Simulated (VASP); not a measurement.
Write the native input for VASP 6.6.1 that does the following.

```yaml
Task: single point
Functional: PBE
Potentials_or_basis: VASP PAW PBE potentials, release 64 (Ge_d_GW, N_GW, C_GW)
Cutoff: 500 eV
k_mesh: 5 × 5 × 5
Occupations: gaussian, width 0.02 eV
Spin: no spin polarisation
Further_INCAR_settings: ALGO = Normal; EDIFF = 1e-06
```

The structure of GeCN2 lies in POSCAR:

```
GeCN2
1.0
    1.7937903697      1.0356453528      4.9219572124
   -1.7937903697      1.0356453528      4.9219572124
    0.0000000000     -2.0712907056      4.9219572124
Ge N C
1 2 1
Direct
    0.0000000000      0.0000000000      0.0000000000
    0.5839044000      0.5839044000      0.5839044000
    0.4160956000      0.4160956000      0.4160956000
    0.5000000000      0.5000000000      0.5000000000
```

The cell comes from a database or a generator and needn't be the stable form of this composition.

One way to write it, as run:

INCAR

```
SYSTEM = GeCN2
  ALGO = Normal
  EDIFF = 1E-6
  ENCUT = 500
  GGA = PE
  ISIF = 2
  ISMEAR = 0
  LASPH = .True.
  LCHARG = .False.
  LREAL = .False.
  LWAVE = .False.
  NELM = 80
  PREC = Accurate
  SIGMA = 0.02
```

KPOINTS

```
k-points
0
Gamma
  5 5 5
  0 0 0
```

Potentials or basis: VASP PAW PBE potentials, release 64 (Ge_d_GW, N_GW, C_GW).

The run is started by

```bash
$ cat potpaw_PBE.64/Ge_d_GW/POTCAR potpaw_PBE.64/N_GW/POTCAR potpaw_PBE.64/C_GW/POTCAR > POTCAR
$ mpirun -np 1 vasp_std > vasp.out
```

Results of the run:

```yaml
Pressure: -0.8 GPa
Largest_force: 0.037 eV/Å
Band_gap_on_the_k_mesh: 1.44 eV, indirect (least direct gap 2.21 eV)
```

Caveat: the cutoff is under 1.25 times the usual one of these potentials, so pressure, stress and relaxed cells hold a basis-set (Pulay) error; the standard files for N, O and F lose accuracy on very short bonds; an odd mesh through Γ misses points on the zone boundary, where band edges often lie.

Wall time 30 s on 1 thread of Intel(R) Xeon(R) Platinum 8488C (Sapphire Rapids), with other jobs on the host, peak memory 0.24 GiB.
